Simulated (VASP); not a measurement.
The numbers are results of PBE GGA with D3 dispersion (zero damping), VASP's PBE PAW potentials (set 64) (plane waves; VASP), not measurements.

VASP input:

File KPOINTS:
```
k-points along high-symmetry lines
10
Line-mode
Reciprocal
  0.000000   0.000000   0.000000 ! GAMMA
  0.000000   0.500000   0.000000 ! X

  0.000000   0.500000   0.000000 ! X
  0.500000   0.500000   0.000000 ! M

  0.500000   0.500000   0.000000 ! M
  0.000000   0.000000   0.000000 ! GAMMA

  0.000000   0.000000   0.000000 ! GAMMA
  0.000000   0.000000   0.500000 ! Z

  0.000000   0.000000   0.500000 ! Z
  0.000000   0.500000   0.500000 ! R

  0.000000   0.500000   0.500000 ! R
  0.500000   0.500000   0.500000 ! A

  0.500000   0.500000   0.500000 ! A
  0.000000   0.000000   0.500000 ! Z

  0.000000   0.500000   0.000000 ! X
  0.000000   0.500000   0.500000 ! R

  0.500000   0.500000   0.000000 ! M
  0.500000   0.500000   0.500000 ! A
```

File POSCAR:
```
TiAl
1
    2.7893186473     0.0000000000     0.0000000000
    0.0000000000     2.7893186473     0.0000000000
    0.0000000000    -0.0000000000     4.0206614840
Ti Al
1 1
Direct
  0.0000000000   0.0000000000   0.0000000000
  0.5000000000   0.5000000000   0.5000000000
```

INCAR:
```
LREAL=.False.   # projection in real space or not
LMAXMIX=4
PREC=Accurate
IVDW=11   # D3, zero damping
NELM=100
ISMEAR=0   # Gaussian
LASPH=.True.
ENCUT=520   # plane-wave cut-off (eV)
ALGO=Normal   # blocked Davidson
GGA=PE
ICHARG=11   # fixed density
EDIFF=1E-7
LWAVE=.False.
SIGMA=0.05   # width (eV)
LORBIT=11
LCHARG=.False.
SYSTEM=TiAl
```

POTCAR, in this order: Ti_sv Al (PBE.64 set). Program: vasp_std. Read from the step before: CHGCAR.

Output of the run:

### OUTCAR
```
 ion  position               nearest neighbor table
   1  0.000  0.000  0.000-   2 2.82   2 2.82   2 2.82   2 2.82   2 2.82   2 2.82   2 2.82   2 2.82
  LATTYP: Found a simple tetragonal cell.
 ALAT       =     2.7893186473
 C/A-ratio  =     1.4414493259
 Subroutine PRICEL returns:
 Original cell was already a primitive cell.
 Subroutine GETGRP returns: Found 16 space group operations
The static configuration has the point symmetry D_4h.
The dynamic configuration has the point symmetry D_4h.
 Subroutine INISYM returns: Found 16 space group operations
   k-points           NKPTS =     90   k-points in BZ     NKDIM =     90   number of bands    NBANDS=     11
   number of dos      NEDOS =    301   number of ions     NIONS =      2
   total plane-waves  NPLWV =  17280
   dimension x,y,z NGX =    24 NGY =   24 NGZ =   30
   dimension x,y,z NGXF=    48 NGYF=   48 NGZF=   60
   ions per type =               1   1
   PREC   = accura    normal or accurate (medium, high low for compatibility)
   ISTART =      0    job   : 0-new  1-cont  2-samecut
   ICHARG =     11    charge: 1-file 2-atom 10-const
   ISPIN  =      1    spin polarized calculation?
   LNONCOLLINEAR =      F non collinear calculations
   LSORBIT =      F    spin-orbit coupling
   INIWAV =      1    electr: 0-lowe 1-rand  2-diag
   ENCUT  =  520.0 eV  38.22 Ry    6.18 a.u.   5.19  5.19  7.48*2*pi/ulx,y,z
   NELM   =    100;   NELMIN=  2; NELMDL= -5     # of ELM steps
   EDIFF  = 0.1E-06   stopping-criterion for ELM
   LREAL  =      F    real-space projection
   NLSPLINE    = F    spline interpolate recip. space projectors
   LMAXMIX     =    4 max onsite mixed and CHGCAR
   VOSKOWN=      0    Vosko Wilk Nusair interpolation
   EDIFFG = 0.1E-05   stopping-criterion for IOM
   NSW    =      0    number of steps for IOM
   NBLOCK =      1;   KBLOCK =      1    inner block; outer block
   IBRION =     -1    ionic relax: 0-MD 1-quasi-New 2-CG
   NFREE  =      0    steps in history (QN), initial steepest desc. (CG)
   ISIF   =      2    stress and relaxation
   ISYM   =      2    0-nonsym 1-usesym 2-fastsym
   TEIN   =    0.0    initial temperature
   TEBEG  =    0.0;   TEEND  =   0.0 temperature during run
...
```

### OSZICAR
```
       N       E                     dE             d eps       ncg     rms          rms(c)
DAV:   1     0.931744682070E+02    0.93174E+02   -0.78151E+03  1980   0.142E+03
DAV:   2    -0.610629431154E+01   -0.99281E+02   -0.96252E+02  2004   0.335E+02
DAV:   3    -0.123354575308E+02   -0.62292E+01   -0.60103E+01  3239   0.802E+01
DAV:   4    -0.125219180236E+02   -0.18646E+00   -0.18456E+00  2393   0.119E+01
DAV:   5    -0.125302763592E+02   -0.83583E-02   -0.83541E-02  2896   0.220E+00
DAV:   6    -0.125304231757E+02   -0.14682E-03   -0.14681E-03  2478   0.244E-01
DAV:   7    -0.125304278956E+02   -0.47199E-05   -0.47208E-05  2933   0.359E-02
DAV:   8    -0.125304279521E+02   -0.56561E-07   -0.55051E-07  2425   0.376E-03
   1 F= -.13242471E+02 E0= -.13240236E+02  d E =-.446956E-02
```

### OUTCAR
```
 val. band max:        8.4640620185   @ k =   0.5000   0.5000   0.0000

 cond. band min:       8.5128350512   @ k =   0.0556   0.5000   0.0000



 k-point     1 :       0.0000    0.0000    0.0000
  band No.  band energies     occupation
      1     -47.8463      2.00000
      2     -24.2514      2.00000
      3     -23.7739      2.00000
      4     -23.7739      2.00000
      5      -0.5016      2.00000
      6       6.7681      2.00000
      7       7.8163      2.00000
      8       8.3834      1.98628
      9      10.9541      0.00000
     10      10.9541      0.00000
     11      12.1578      0.00000

 k-point     2 :       0.0000    0.0556    0.0000
  band No.  band energies     occupation
      1     -47.8443      2.00000
      2     -24.2494      2.00000
      3     -23.7905      2.00000
      4     -23.7725      2.00000
      5      -0.4390      2.00000
      6       6.8201      2.00000
      7       7.8418      2.00000
      8       8.3234      1.99997
      9      10.9649      0.00000
     10      11.0256      0.00000
     11      12.0933      0.00000

 k-point     3 :       0.0000    0.1111    0.0000
  band No.  band energies     occupation
      1     -47.8385      2.00000
      2     -24.2438      2.00000
      3     -23.8381      2.00000
      4     -23.7685      2.00000
      5      -0.2523      2.00000
      6       6.9675      2.00000
      7       7.9066      2.00000
      8       8.1616      2.00000
      9      10.9964      0.00000
     10      11.2263      0.00000
     11      11.9159      0.00000

 k-point     4 :       0.0000    0.1667    0.0000
  band No.  band energies     occupation
      1     -47.8297      2.00000
      2     -24.2351      2.00000
      3     -23.9103      2.00000
      4     -23.7622      2.00000
      5       0.0553      2.00000
      6       7.1854      2.00000
      7       7.9372      2.00000
      8       7.9668      2.00000
      9      11.0450      0.00000
     10      11.5281      0.00000
...
```

The density is held fixed in this step, so its total energy and stress have no physical meaning.

The compound is TiAl in the L1_0 structure. It was relaxed first. The electron count is odd and the run is not spin-polarised, which forces a metal.
